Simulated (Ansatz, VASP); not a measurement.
# Zn3As2O6 (Zn3As2O6 (Pbam)): VASP beside Ansatz

One calculation is typed for both programs; each brings its own data sets. How far apart do they land? Of the first pair: The structure shown is the start of the Ansatz relaxation below; VASP solves that cell, so the two are compared at the walk's first step.

Calculated with Ansatz 0.2.0; plane waves, with VASP 6.6.1 beside it; single point at PBEsol.

## Step 1: The starting structure

The cell holds 44 atoms: 12 Zn, 8 As and 24 O. Its edges and angles: a = 6.137 Å, b = 14.388 Å, c = 7.830 Å, α = 90.0°, β = 90.0°, γ = 90.0°.

## Step 2: Ansatz: relaxation, PBEsol

Ansatz runs on its default PAW (the set named soft_2) files.

The two programs are compared at the cell with which this relaxation starts, whose forces are those of its first step.

File input.yaml:

```yaml
crystal:
  lattice:
    - [6.1367681, 0.0, 0.0]
    - [0.0, 14.3883646, 0.0]
    - [0.0, 0.0, 7.8300335]
  atoms:
    - { symbol: Zn, position: [0.0, 0.5, 0.68539374] }
    - { symbol: Zn, position: [0.5, 0.0, 0.31460626] }
    - { symbol: Zn, position: [0.0, 0.5, 0.31460626] }
    - { symbol: Zn, position: [0.5, 0.0, 0.68539374] }
    - { symbol: Zn, position: [0.43637771, 0.22196345, 0.21481802] }
    - { symbol: Zn, position: [0.93637771, 0.27803655, 0.78518198] }
    - { symbol: Zn, position: [0.56362229, 0.77803655, 0.21481802] }
    - { symbol: Zn, position: [0.06362229, 0.72196345, 0.78518198] }
    - { symbol: Zn, position: [0.93637771, 0.27803655, 0.21481802] }
    - { symbol: Zn, position: [0.43637771, 0.22196345, 0.78518198] }
    - { symbol: Zn, position: [0.06362229, 0.72196345, 0.21481802] }
    - { symbol: Zn, position: [0.56362229, 0.77803655, 0.78518198] }
    - { symbol: As, position: [0.08835754, 0.12570988, 0.5] }
    - { symbol: As, position: [0.58835754, 0.37429012, 0.5] }
    - { symbol: As, position: [0.91164246, 0.87429012, 0.5] }
    - { symbol: As, position: [0.41164246, 0.62570988, 0.5] }
    - { symbol: As, position: [0.77582239, 0.09738276, 0.0] }
    - { symbol: As, position: [0.27582239, 0.40261724, 0.0] }
    - { symbol: As, position: [0.22417761, 0.90261724, 0.0] }
    - { symbol: As, position: [0.72417761, 0.59738276, 0.0] }
    - { symbol: O, position: [0.41155543, 0.89601833, 0.82623019] }
    - { symbol: O, position: [0.91155543, 0.60398167, 0.17376981] }
    - { symbol: O, position: [0.58844457, 0.10398167, 0.82623019] }
    - { symbol: O, position: [0.08844457, 0.39601833, 0.17376981] }
    - { symbol: O, position: [0.58844457, 0.10398167, 0.17376981] }
    - { symbol: O, position: [0.08844457, 0.39601833, 0.82623019] }
    - { symbol: O, position: [0.41155543, 0.89601833, 0.17376981] }
    - { symbol: O, position: [0.91155543, 0.60398167, 0.82623019] }
    - { symbol: O, position: [0.34455375, 0.69970277, 0.67494433] }
    - { symbol: O, position: [0.84455375, 0.80029723, 0.32505567] }
    - { symbol: O, position: [0.65544625, 0.30029723, 0.67494433] }
    - { symbol: O, position: [0.15544625, 0.19970277, 0.32505567] }
    - { symbol: O, position: [0.65544625, 0.30029723, 0.32505567] }
    - { symbol: O, position: [0.15544625, 0.19970277, 0.67494433] }
    - { symbol: O, position: [0.34455375, 0.69970277, 0.32505567] }
    - { symbol: O, position: [0.84455375, 0.80029723, 0.67494433] }
    - { symbol: O, position: [0.83854978, 0.21821717, 0.0] }
    - { symbol: O, position: [0.33854978, 0.28178283, 0.0] }
    - { symbol: O, position: [0.16145022, 0.78178283, 0.0] }
    - { symbol: O, position: [0.66145022, 0.71821717, 0.0] }
    - { symbol: O, position: [0.66714008, 0.93960398, 0.5] }
    - { symbol: O, position: [0.16714008, 0.56039602, 0.5] }
    - { symbol: O, position: [0.33285992, 0.06039602, 0.5] }
    - { symbol: O, position: [0.83285992, 0.43960398, 0.5] }
basis:
  ecutwfc: 420
  xc_grid: 2
hamiltonian:
  xc: pbesol
kpoints:
  mp_grid: { grid: [5, 2, 4] }
scf:
  occupations: { method: fermi_dirac, width: 0.01 }
  max_iter: 150
output:
  forces: true
  stress: true
relax:
  f_tol: 0.01
  max_steps: 60
  cell: {}
checkpoint:
  write: "../pbesol.run"
  compress: false
  write_wavefunctions: false
  write_every: 100000
```

Started as:

```bash
$ ansatz run input.yaml --threads 4 --pin off --max-ram 6594MiB --backend cpu --events-out ev --progress --plain --runs-dir out
```

Numbers of over 12 decimals in the logs are rounded to 6 here.

What it wrote:

```text
Engine: ansatz 0.2.0, x86_64-unknown-linux-gnu
Pseudopotentials: kind: paw
Pseudopotential: Zn, paw, valence charge 12, recommended cutoff 420 eV (normal), Zn.paw.azcp
Pseudopotential: As, paw, valence charge 15, recommended cutoff 420 eV (normal), As.paw.azcp
Pseudopotential: O, paw, valence charge 6, recommended cutoff 420 eV (normal), O.paw.azcp
Functional definition: PBEsol
  exchange = pbesol_x
  correlation = pbesol_c
Crystal: 44 atoms, lattice volume = 691.377 Å³
Basis set: ecut = 420 eV, 13475 PW (Γ), exchange–correlation on 90×200×108 points (8 copies of the dense FFT grid, shifted against one another)
Bands: 248, of which v1, the nominal top of the filled ones, is band 204 counted from 1 (203 counted from 0)
Symmetry: 8 space group operations
Space group: Pbam (ITA 55), of the structure as read, at distance tolerance 8.8e-5 Å
k-points: 18 of 40
Non-local potential: Zn, projectors of the file, l = 0: 2, l = 1: 2, l = 2: 3, l = 3: 1
Non-local potential: As, projectors of the file, l = 0: 2, l = 1: 2, l = 2: 3, l = 3: 1
Non-local potential: O, projectors of the file, l = 0: 2, l = 1: 2, l = 2: 1
PAW form: soft (Blöchl's): semilocal exchange-correlation on the pseudo side does not see the compensation charge
PAW frozen core: Zn, regenerated for the run's functional, and the local potential with it (the file was generated under x = pbe(κ = 0.804, μ = 0.219515), c = pbe(β = 0.066725))
PAW frozen core: As, regenerated for the run's functional, and the local potential with it (the file was generated under x = pbe(κ = 0.804, μ = 0.219515), c = pbe(β = 0.066725))
PAW frozen core: O, regenerated for the run's functional, and the local potential with it (the file was generated under x = pbe(κ = 0.804, μ = 0.219515), c = pbe(β = 0.066725))
PAW one-centre angular grid: Zn, 590 points (default); XC on 64 Gauss nodes
PAW one-centre angular grid: As, 590 points (default); XC on 64 Gauss nodes
PAW one-centre angular grid: O, 110 points (default); XC on 64 Gauss nodes
Initial density: superposition of atomic densities (neutral atoms: chi_scale 0, normalization atom), corrected by the library's trained network
Initial wavefunctions: pseudopotential atomic-orbital guess
Functional: x = pbesol(κ = 0.804, μ = 0.123457), c = pbesol(β = 0.046)
SCF iter   1: F=—  HF=-91335.405847 eV  |F-HF|=—  |Δ(HF+E_count)|=         —  Δρ=1.25e-2  dr2=8.36e-1  ethr=1.77e-3  ⟨swp⟩=6.0  Hψ=18010  notcnv=0  defer=31
preconditioner: auto → Resta (q_TF=auto, 2.499 Å⁻¹)  ε∞=5.2  [insulator: Δε(μ)=3.436 eV  Ē_g=12.416 eV  σ=0.010 eV  W_gap=1.00  n_scr=176 (ndim 8)  ℏωp=25.6 eV  f_vac=0.215  D(μ)=0.00/eV (n_scr^D=0)  ε∞_Penn≈5.2]
SCF iter   2: F=—  HF=-91335.186899 eV  |F-HF|=—  |Δ(HF+E_count)|=   2.19e-1  Δρ=2.13e-3  dr2=2.16e-2  ethr=2.05e-4  ⟨swp⟩=2.1  Hψ=7987  notcnv=0  defer=696
SCF iter   3: F=—  HF=-91335.186297 eV  |F-HF|=—  |Δ(HF+E_count)|=   6.02e-4  Δρ=1.03e-3  dr2=7.05e-3  ethr=5.30e-6  ⟨swp⟩=2.0  Hψ=6384  notcnv=0  defer=696
SCF iter   4: F=—  HF=-91335.188358 eV  |F-HF|=—  |Δ(HF+E_count)|=   2.06e-3  Δρ=3.54e-4  dr2=9.47e-4  ethr=1.73e-6  ⟨swp⟩=2.0  Hψ=7032  notcnv=0  defer=696
SCF iter   5: F=—  HF=-91335.188376 eV  |F-HF|=—  |Δ(HF+E_count)|=   1.83e-5  Δρ=1.29e-4  dr2=1.84e-4  ethr=2.32e-7  ⟨swp⟩=2.0  Hψ=7521  notcnv=0  defer=696
SCF iter   6: F=—  HF=-91335.188569 eV  |F-HF|=—  |Δ(HF+E_count)|=   1.92e-4  Δρ=9.60e-5  dr2=6.31e-5  ethr=4.52e-8  ⟨swp⟩=2.0  Hψ=6288  notcnv=0  defer=696
SCF iter   7: F=—  HF=-91335.188356 eV  |F-HF|=—  |Δ(HF+E_count)|=   2.12e-4  Δρ=2.45e-5  dr2=7.23e-6  ethr=1.55e-8  ⟨swp⟩=2.0  Hψ=7279  notcnv=0  defer=696
SCF iter   8: F=—  HF=-91335.188370 eV  |F-HF|=—  |Δ(HF+E_count)|=   1.40e-5  Δρ=1.89e-5  dr2=2.61e-6  ethr=1.77e-9  ⟨swp⟩=2.0  Hψ=6653  notcnv=0  defer=696
SCF iter   9: F=—  HF=-91335.188371 eV  |F-HF|=—  |Δ(HF+E_count)|=   1.02e-6  Δρ=9.57e-6  dr2=6.09e-7  ethr=6.40e-10  ⟨swp⟩=2.0  Hψ=6654  notcnv=0  defer=696
SCF iter  10: F=-91335.188372 eV  HF=-91335.188372 eV  |F-HF|=7.77e-8  |Δ(HF+E_count)|=   2.86e-7  Δρ=2.24e-6  dr2=5.50e-8  ethr=2.45e-11  ⟨swp⟩=2.2  Hψ=14642  notcnv=0
SCF 1 converged in 10 iterations: F = -91335.188372 eV  dr2 = 5.50e-8
  greatest PAW one-centre occupation: 1.000 electrons in one spin orbital (limit 2), on the As atom at site 14 (counted from 0), in its partial waves of l = 2
relax step   1: F+E_penalty+E_count = -91335.18837176 eV  Δ(F+E_penalty+E_count) = +0.000e0 eV  max|allowed force component| = 2.245e-1 eV/Å  Δτ_max = 0.0000 Å  P = +0.119 GPa  Ω = 691.377 Å³  (10 SCF iters, dr2 threshold 1.00e-7 eV, accepted)
Crystal: 44 atoms, lattice volume = 692.475 Å³
Basis set: ecut = 420 eV, 13535 PW (Γ), exchange–correlation on 90×200×108 points (8 copies of the dense FFT grid, shifted against one another)
Initial density: handed on by an earlier stage of this run
[...]
SCF iter   3: F=—  HF=-91335.216621 eV  |F-HF|=—  |Δ(HF+E_count)|=   1.64e-4  Δρ=2.44e-6  dr2=1.47e-8  ethr=4.05e-11  ⟨swp⟩=2.0  Hψ=7412  notcnv=0
SCF iter   4: F=—  HF=-91335.216621 eV  |F-HF|=—  |Δ(HF+E_count)|=   4.06e-7  Δρ=4.84e-7  dr2=6.54e-10  ethr=3.60e-12  ⟨swp⟩=2.0  Hψ=7142  notcnv=0
[...]
SCF converged after 5 iterations
Free energy (F): -91335.216621 eV
Harris-Foulkes:  -91335.216621 eV  (|F-HF|=4.80e-10)
Internal energy: -91335.216621 eV  (E = F + TS)
E sigma→0 (E₀):  -91335.216621 eV
Fermi energy:    6.412675 eV
--- Per-component energies (eV) ---
  E_band       = -2924.187090
  E_kinetic    = 6578.361733
  E_local      = -54238.971792  (includes V_loc(G=0)·N_el)
  E_nonlocal   = 3291.187372
  E_hartree    = 24398.387336
  E_xc         = -3977.376031
  E_vxc        = -3471.157475  (∫ρ·V_xc dr)
  E_paw        = -39563.705450  (= ΣΔE_a)
  E_vpaw       = -3880.437651  (= ΣTr[D̂ρ^β])
  E_aug_tail   = 0.054751  (compensation charges beyond the density's cutoff)
  E_ewald      = -27841.301139
  E_core_change = 18.146598  (= ΣΔE_core)
  E_smearing   = -0.000000  (= −TS)
  E_closure    = -0.000000  (closes the sum)
  Σ components = -91335.216621   (vs F -91335.216621, Δ=0.00e0)
--- Forces (eV/Å), atoms counted from 1 ---
  atom   1  Zn     0.00000000    -0.00000000    -0.00605262
  atom   2  Zn     0.00000000    -0.00000000     0.00605262
  atom   3  Zn     0.00000000     0.00000000     0.00605262
  atom   4  Zn     0.00000000     0.00000000    -0.00605262
  atom   5  Zn    -0.00048581     0.00216666    -0.00240061
  atom   6  Zn    -0.00048581    -0.00216666     0.00240061
  atom   7  Zn     0.00048581    -0.00216666    -0.00240061
  atom   8  Zn     0.00048581     0.00216666     0.00240061
  atom   9  Zn    -0.00048581    -0.00216666    -0.00240061
  atom  10  Zn    -0.00048581     0.00216666     0.00240061
  atom  11  Zn     0.00048581     0.00216666    -0.00240061
  atom  12  Zn     0.00048581    -0.00216666     0.00240061
  atom  13  As    -0.00098658    -0.00406741    -0.00000000
  atom  14  As    -0.00098658     0.00406741     0.00000000
  atom  15  As     0.00098658     0.00406741     0.00000000
  atom  16  As     0.00098658    -0.00406741    -0.00000000
  atom  17  As     0.00089156     0.00147532     0.00000000
  atom  18  As     0.00089156    -0.00147532    -0.00000000
  atom  19  As    -0.00089156    -0.00147532    -0.00000000
  atom  20  As    -0.00089156     0.00147532     0.00000000
  atom  21  O      0.00037077    -0.00090044    -0.00080906
  atom  22  O      0.00037077     0.00090044     0.00080906
  atom  23  O     -0.00037077     0.00090044    -0.00080906
  atom  24  O     -0.00037077    -0.00090044     0.00080906
[...]
atom  37  O      0.00213106     0.00012709     0.00000000
  atom  38  O      0.00213106    -0.00012709     0.00000000
  atom  39  O     -0.00213106    -0.00012709    -0.00000000
  atom  40  O     -0.00213106     0.00012709    -0.00000000
  atom  41  O     -0.00208416    -0.00042367    -0.00000000
  atom  42  O     -0.00208416     0.00042367     0.00000000
  atom  43  O      0.00208416     0.00042367     0.00000000
  atom  44  O      0.00208416    -0.00042367     0.00000000
  max |Σ_I F_I| component: 1.08e-18 eV/Å
--- Stress (GPa, compression-positive) ---
        0.008300       0.000000       0.000000
        0.000000      -0.006715      -0.000000
        0.000000      -0.000000      -0.008804
  P = ⅓ Tr σ = -0.0024 GPa (-0.024 kbar)
--- Relaxed structure (5 steps of the walk, 5 accepted, 1 SCFs on fresh bases) ---
  F+E_penalty+E_count = -91335.21662092 eV   max|allowed force component| = 6.053e-3 eV/Å   (the final SCF, on the basis selected at the relaxed cell)
  cell:  # Å, volume = 691.0610 Å³
    - [6.141960, 0.0, 0.0]
    - [0.0, 14.357949, 0.0]
    - [0.0, 0.0, 7.836408]
  atoms:
    - { symbol: Zn, position: [0, 0.500000, 0.685550] }
    - { symbol: Zn, position: [0.5, 0, 0.314450] }
    - { symbol: Zn, position: [0, 0.500000, 0.314450] }
    - { symbol: Zn, position: [0.5, 0, 0.685550] }
    - { symbol: Zn, position: [0.435625, 0.222011, 0.215215] }
    - { symbol: Zn, position: [0.935625, 0.277989, 0.784785] }
    - { symbol: Zn, position: [0.564375, 0.777989, 0.215215] }
    - { symbol: Zn, position: [0.064375, 0.722011, 0.784785] }
    - { symbol: Zn, position: [0.935625, 0.277989, 0.215215] }
    - { symbol: Zn, position: [0.435625, 0.222011, 0.784785] }
    - { symbol: Zn, position: [0.064375, 0.722011, 0.215215] }
    - { symbol: Zn, position: [0.564375, 0.777989, 0.784785] }
    - { symbol: As, position: [0.088535, 0.125527, 0.5] }
    - { symbol: As, position: [0.588535, 0.374473, 0.5] }
    - { symbol: As, position: [0.911465, 0.874473, 0.5] }
    - { symbol: As, position: [0.411465, 0.625527, 0.5] }
    - { symbol: As, position: [0.775322, 0.097806, 0] }
    - { symbol: As, position: [0.275322, 0.402194, 0] }
    - { symbol: As, position: [0.224678, 0.902194, 0] }
    - { symbol: As, position: [0.724678, 0.597806, 0] }
    - { symbol: O, position: [0.411661, 0.895733, 0.824851] }
    - { symbol: O, position: [0.911661, 0.604267, 0.175149] }
    - { symbol: O, position: [0.588339, 0.104267, 0.824851] }
    - { symbol: O, position: [0.088339, 0.395733, 0.175149] }
    - { symbol: O, position: [0.588339, 0.104267, 0.175149] }
    - { symbol: O, position: [0.088339, 0.395733, 0.824851] }
    - { symbol: O, position: [0.411661, 0.895733, 0.175149] }
    - { symbol: O, position: [0.911661, 0.604267, 0.824851] }
    - { symbol: O, position: [0.344793, 0.699560, 0.676386] }
    - { symbol: O, position: [0.844793, 0.800440, 0.323614] }
    - { symbol: O, position: [0.655207, 0.300440, 0.676386] }
    - { symbol: O, position: [0.155207, 0.199560, 0.323614] }
    - { symbol: O, position: [0.655207, 0.300440, 0.323614] }
    - { symbol: O, position: [0.155207, 0.199560, 0.676386] }
    - { symbol: O, position: [0.344793, 0.699560, 0.323614] }
    - { symbol: O, position: [0.844793, 0.800440, 0.676386] }
    - { symbol: O, position: [0.838056, 0.219192, 0] }
    - { symbol: O, position: [0.338056, 0.280808, 0] }
    - { symbol: O, position: [0.161944, 0.780808, 0] }
    - { symbol: O, position: [0.661944, 0.719192, 0] }
    - { symbol: O, position: [0.667173, 0.940755, 0.5] }
    - { symbol: O, position: [0.167173, 0.559245, 0.5] }
    - { symbol: O, position: [0.332827, 0.059245, 0.5] }
    - { symbol: O, position: [0.832827, 0.440755, 0.5] }
```

In the SCF lines HF is the Harris–Foulkes energy and dr2 the Hartree energy of the density residual, in eV; the loop may stop once dr2 is under the threshold and the program's other checks hold. Hψ counts applications of the Hamiltonian.

(Continued in part 2 of 2.)

[Lines on the potential files, build, host, timing and source positions are cut from VASP's logs without a mark.]

[Logs are printed without paths, hosts, clocks, repeated set-up lines and the standing remarks that a program may print on its own settings, such as how far it seeks lower states.]

[Hosts, paths, dates, database ids (printed as entryN), source tags and the programs' standing remarks are cut or masked in the printed files.]
